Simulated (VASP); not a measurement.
```
Mn
1.0
    2.53848     0.00000     0.00000
   -1.26924     2.19839     0.00000
    0.00000     0.00000     4.12146
Mn
2
Direct
  0.33333   0.66667   0.25000
  0.66667   0.33333   0.75000
```
Starting moments (μB, in the order of the record's atoms Mn Mn): 4.0 4.0.

All values below come from PBEsol GGA, VASP's PBE PAW potentials (set 64) (plane waves; VASP). Settings: 400 eV cut-off, 15×15×8 Γ-centred mesh, first-order Methfessel-Paxton smearing of 0.10 eV, potentials Mn_pv.

Energy and stress use the plane-wave basis of the starting cell. The moments were started parallel, and other spin orders were not tried in this run.

Problem. The ions, cell shape and volume are relaxed. Predict the relaxed structure.

Solution. 
```
Mn
1.0
    2.44609     0.00000     0.00000
   -1.22305     2.11838     0.00000
    0.00000     0.00000     3.96814
Mn
2
Cartesian
  0.00000   1.41225   0.99204
  1.22305   0.70613   2.97611
```
Space group P6_3/mmc (194), at a tolerance of 0.03 Å. The cell ends with 0.00 μB, on the sites 0.00 0.00 μB.

Problem. How do energy and volume change from the first to the last step?

Solution. The energy (σ→0) changes by -118.8 meV/atom and the volume by -10.6 %, in 6 ionic steps.

The structure was generated: Mn was put into the hcp type (P6_3/mmc), which need not be its known phase. This run relaxes it. Symmetry was kept, so distortions that lower it aren't found.
